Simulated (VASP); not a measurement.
Data:

```yaml
crystal:
  lattice:
    - [3.50242, 2.02213, 7.16759]
    - [-3.50242, 2.02213, 7.16759]
    - [0.00000, -4.04425, 7.16759]
  atoms:
    - { symbol: Cr, position: [0.33346, 0.33346, 0.33346], spin: 3.0 }
    - { symbol: Cr, position: [0.66654, 0.66654, 0.66654], spin: 3.0 }
    - { symbol: I, position: [0.07224, 0.71268, 0.43263], spin: -0.1 }
    - { symbol: I, position: [0.43263, 0.07224, 0.71268], spin: -0.1 }
    - { symbol: I, position: [0.71268, 0.43263, 0.07224], spin: -0.1 }
    - { symbol: I, position: [0.92776, 0.28732, 0.56737], spin: -0.1 }
    - { symbol: I, position: [0.56737, 0.92776, 0.28732], spin: -0.1 }
    - { symbol: I, position: [0.28732, 0.56737, 0.92776], spin: -0.1 }
```

All values below come from PBE GGA, VASP's PBE PAW potentials (set 64) (plane waves; VASP). Numerical set-up: 400 eV cut-off, 4×4×4 Γ-centred mesh, Gaussian smearing of 0.050 eV, potentials Cr_pv I.

Problem. Predict the cell moment, energy per atom (σ→0).

Solution. 
* **cell moment**: 6.00 μB
* **energy per atom (σ→0)**: -3.960 eV/atom

Problem. Give the moment on each site (PAW-sphere projection).

Solution. 
| site | moment (μB) |
|---|---|
| Cr1 | 3.01 |
| Cr2 | 3.01 |
| I3 | -0.07 |
| I4 | -0.07 |
| I5 | -0.07 |
| I6 | -0.07 |
| I7 | -0.07 |
| I8 | -0.07 |

Total energies compare only between runs with the same potentials, cut-off and functional.

The structure was generated: CrI3 was put into the BiI3 type (R-3), which need not be its known phase. It was relaxed first, which changed the volume by +35 %.
